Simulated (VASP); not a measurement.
Input of a VASP 6.6.1 run:

File INCAR:

```
SYSTEM = Ti
  PREC = Accurate
  ENCUT = 520
  EDIFF = 1E-6
  ISMEAR = -1
  SIGMA = 0.05
  LREAL = .FALSE.
  LASPH = .TRUE.
  NELM = 60
  ALGO = Normal
  ISIF = 2
  LWAVE = .FALSE.
  LCHARG = .FALSE.
  LDIPOL = .TRUE.
  IDIPOL = 3
  DIPOL = 0.5 0.5 0.500
  GGA = PS
  IBRION = 2
  NSW = 40
  EDIFFG = -0.005
```

Contents of KPOINTS:

```
Automatic mesh
0
G
  7 7 1
  0 0 0
```

POSCAR

```
Ti
1.0
    2.9499978604      0.0000000000      0.0000000000
   -1.4749989302      2.5547730882      0.0000000000
    0.0000000000      0.0000000000     26.7150000000
Ti
6
Selective dynamics
Direct
    0.6666666667      0.3333333334      0.2807411567  F F F
    0.3333333333      0.6666666666      0.3684446940  F F F
    0.6666666667      0.3333333334      0.4561482313  F F F
    0.3333333333      0.6666666666      0.5438517687  T T T
    0.6666666667      0.3333333334      0.6315553060  T T T
    0.3333333333      0.6666666666      0.7192588433  T T T
```

Potentials or basis: VASP PAW PBE potentials, release 64 (Ti_sv).

Command:

```sh
$ cat potpaw_PBE.64/Ti_sv/POTCAR > POTCAR
$ mpirun -np 1 vasp_std > vasp.out
```

Task: Estimate the band gap on the k mesh.

Result: None (metal or under the smearing width).

Task: What does it give for the energy gained by relaxing?

Result: 23.3 meV/atom.

Step by step:
```
step  energy change (eV)  largest force (eV/Å)  pressure (GPa)
   1              0.0000                0.8330           -4.17
   2             -0.0480                0.8315           -4.10
   3             -0.0938                0.8214           -3.36
   4             -0.1015                0.8277           -3.67
   5             -0.1024                0.8256           -3.60
   6             -0.1024                0.8249           -3.59
   7             -0.1063                0.8259           -3.53
   8             -0.1161                0.8283           -3.38
   9             -0.1262                0.8304           -3.05
  10             -0.1323                0.8356           -3.02
  11             -0.1360                0.8482           -2.96
  12             -0.1381                0.8525           -2.78
  13             -0.1381                0.8509           -2.79
  14             -0.1392                0.8489           -2.74
  15             -0.1392                0.8475           -2.73
  16             -0.1394                0.8480           -2.73
  17             -0.1394                0.8478           -2.73
  18             -0.1394                0.8475           -2.72
  19             -0.1394                0.8479           -2.70
  20             -0.1394                0.8479           -2.69
  21             -0.1395                0.8481           -2.69
  22             -0.1395                0.8488           -2.68
  23             -0.1395                0.8493           -2.67
```

Caveat: the PAW data sets were made with another functional, which shifts forces and pressure a little.
